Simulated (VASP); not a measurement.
# Ta3SbOs: relaxation of cell and atoms with PBE

Crystal: Ta3SbOs.

```
CELL_PARAMETERS angstrom
4.27358 0.00000 0.00000
0.00000 4.27358 0.00000
0.00000 0.00000 4.27358
ATOMIC_POSITIONS crystal
Ta 0.50000 0.00000 0.00000
Ta 0.00000 0.50000 0.00000
Ta 0.00000 0.00000 0.50000
Sb 0.50000 0.50000 0.50000
Os 0.00000 0.00000 0.00000
```

The cell was built by a generator and needn't be a form met in nature.

- Program: VASP 6.6.1
- Task: relaxation of cell and atoms
- Functional: PBE
- Potentials or basis: VASP PAW PBE potentials, release 64 (Ta_pv, Sb, Os)
- Cutoff: 600 eV
- k mesh: 6 × 6 × 6
- Occupations: methfessel-paxton, width 0.2 eV
- Spin: no spin polarisation
- Further INCAR settings: ALGO = Fast; EDIFF = 1e-06; IBRION = 2; EDIFFG = -0.02; NSW = 60; ISIF = 3

The relaxed volume is 23.36 Å³/atom, the relaxed cell is a = 4.888 Å, b = 4.888 Å, c = 4.888 Å, α = 90.00°, β = 90.00°, γ = 90.00° and the space group after relaxing (to 0.05 Å) is Pm-3m (No. 221). The energy gained by relaxing is 2107.0 meV/atom and the ionic steps are 7. The pressure after relaxing is -0.1 GPa and the band gap on the k mesh is none (metal or under the smearing width).

Step by step:
```csv
step,energy change (eV),largest force (eV/Å),pressure (GPa),volume (Å³)
1,0.0000,0.0000,122.61,78.05
2,20.5556,0.0000,-46.56,305.71
3,-6.0886,0.0000,-18.41,151.31
4,-9.4908,0.0000,-12.45,131.94
5,-10.1399,0.0000,8.48,110.50
6,-10.5296,0.0000,-1.45,118.00
7,-10.5349,0.0000,-0.11,116.82
```

Final structure:
```
CELL_PARAMETERS angstrom
4.88841 0.00000 0.00000
0.00000 4.88841 0.00000
0.00000 0.00000 4.88841
ATOMIC_POSITIONS crystal
Ta 0.50000 0.00000 0.00000
Ta 0.00000 0.50000 0.00000
Ta 0.00000 0.00000 0.50000
Sb 0.50000 0.50000 0.50000
Os 0.00000 0.00000 0.00000
```

Levels at points of the mesh, in eV from the Fermi level:
| k point | band 21 | band 22 | band 23 | band 24 | band 25 | band 26 |
| --- | --- | --- | --- | --- | --- | --- |
| (0.00, 0.00, 0.00) | -1.98 | -0.63 | 0.40 | 0.40 | 0.40 | 2.67 |
| (0.50, 0.00, 0.00) | -1.11 | -1.11 | -1.08 | 0.01 | 0.23 | 0.46 |
| (0.50, 0.50, 0.00) | -1.55 | -1.55 | 0.16 | 0.16 | 0.84 | 0.86 |
| (0.50, 0.50, 0.50) | -1.44 | -1.44 | -0.56 | -0.56 | -0.56 | 0.23 |

It took 9.3 min on 1 thread of AMD EPYC 9R45 96-Core Processor (Zen 5) (shared host), peak memory 0.22 GiB.

Caveat: the volume moved by over 15 % at a fixed basis, so the end points are rough. Spin-orbit coupling is left out, which matters for the levels of Os, Sb, Ta.
